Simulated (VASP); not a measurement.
Level of theory: PBEsol GGA, VASP's PBE PAW potentials (set 64) (plane waves; VASP). Each cell was relaxed at this level.

Task: Which of these has an unstable (imaginary) mode at Γ?
A. TaAu, P4/mmm (123)
B. SnS, F-43m (216)
C. HfPd, Pm-3m (221)
D. GeSe, Fm-3m (225)

Result: D, GeSe, Fm-3m (225). Its optical Γ-point modes are 71i (×3) cm⁻¹.
